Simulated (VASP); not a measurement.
An input for Ansatz (written as the equivalent of a VASP run, and not itself run):

Ansatz 0.2 input:
```yaml
crystal:
  lattice:
    - [4.0644160, 0.0000000, 0.0000000]
    - [0.0000000, 4.0644160, 0.0000000]
    - [0.0000000, 0.0000000, 5.3201970]
  atoms:
    - { symbol: N, position: [0.9042800, 0.9042800, 0.0000000] }
    - { symbol: N, position: [0.0957200, 0.0957200, 0.0000000] }
    - { symbol: N, position: [0.5957200, 0.4042800, 0.5000000] }
    - { symbol: N, position: [0.4042800, 0.5957200, 0.5000000] }
kpoints:
  mp_grid: { grid: [6, 6, 4] }
hamiltonian:
  xc: pbesol
  pseudopotentials: { kind: paw }
scf:
  occupations: { method: gaussian, width: 0.01 }
  max_iter: 100
output: { forces: true, stress: true, eigenvalues: true }
```

### Question
Translate this input to VASP (INCAR, KPOINTS, POSCAR, choice of POTCAR).

### Answer
This is not unique; one that fits is 
INCAR:
```
SYSTEM  =  N2
PREC  =  Accurate; ENCUT  =  400; LREAL  =  .False.
LASPH  =  .True.
EDIFF  =  1E-6; NELM  =  100; ALGO  =  Normal
ISMEAR  =  0; SIGMA  =  0.01
GGA  =  PS
ISIF  =  2
LWAVE  =  .False.; LCHARG  =  .False.
```

File KPOINTS:
```
Automatic
0
Gamma
 6 6 4
```

File POSCAR:
```
N2
1.0
  4.0644160000   0.0000000000   0.0000000000
  0.0000000000   4.0644160000   0.0000000000
  0.0000000000   0.0000000000   5.3201970000
N
4
direct
  0.9042800000   0.9042800000   0.0000000000
  0.0957200000   0.0957200000   0.0000000000
  0.5957200000   0.4042800000   0.5000000000
  0.4042800000   0.5957200000   0.5000000000
```

POTCAR, in this order: N (PBE.64 set). Program: vasp_std.

Limits of the translation: each code has its own PAW files, so the cut-off isn't converted (ENCUT is set for VASP's; basis.ecutwfc is left out, and Ansatz then takes the one that its files recommend); Ansatz stops its SCF on the density residual and VASP on the energy change (EDIFF).

The structure comes from a computed database's N2 entry (P4_2/mnm); how it stands against other phases isn't given here. The cell was not relaxed at this level, and its volume differs by -5.9 % from the start's.
